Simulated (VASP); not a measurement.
Write the native input for VASP 6.6.1 that does the following.

* Task: relaxation of the atoms
* Functional: PBE
* Potentials or basis: VASP PAW PBE potentials, release 64 (C, S, H)
* Cutoff: 520 eV
* k mesh: 1 × 1 × 1
* Occupations: gaussian, width 0.01 eV
* Spin: no spin polarisation
* Further INCAR settings: ALGO = Normal; EDIFF = 1e-06; IBRION = 2; EDIFFG = -0.01; NSW = 60

The structure of C2SH2 lies in POSCAR:

```
H2C2S
1.0
   14.0000000000      0.0000000000      0.0000000000
    0.0000000000     11.0000000000      0.0000000000
    0.0000000000      0.0000000000     10.0000000000
C S H
2 1 2
Direct
    0.4309035700      0.4394681800      0.5059700000
    0.5164392900      0.4502227300      0.5083900000
    0.6363107100      0.4525954500      0.5141200000
    0.3551892900      0.4311590900      0.5036000000
    0.6466678600      0.5726590900      0.4926800000
```

One way to write it, as run:

INCAR

```
SYSTEM = H2C2S
ALGO = Normal
EDIFF = 1E-6
EDIFFG = -0.01
ENCUT = 520
GGA = PE
IBRION = 2
ISIF = 2
ISMEAR = 0
LASPH = .True.
LCHARG = .False.
LREAL = .False.
LWAVE = .False.
NELM = 80
NSW = 60
PREC = Accurate
SIGMA = 0.01
```

KPOINTS

```
k-points
0
Gamma
  1 1 1
  0 0 0
```

Potentials or basis: VASP PAW PBE potentials, release 64 (C, S, H).

Launch:

```bash
$ cat potpaw_PBE.64/C/POTCAR potpaw_PBE.64/S/POTCAR potpaw_PBE.64/H/POTCAR > POTCAR
$ mpirun -np 1 vasp_gam > vasp.out
```

Results of the run:

- Energy gained by relaxing: 1.7 meV/atom
- Ionic steps: 35
- Largest force after relaxing: 0.007 eV/Å
- Gap between the frontier levels: 4.38 eV

Caveat: the standard files for N, O and F lose accuracy on very short bonds.

Run time: 16 min on 1 thread of Intel(R) Xeon(R) 6975P-C (Granite Rapids), with other jobs on the host, peak memory 1.4 GiB.
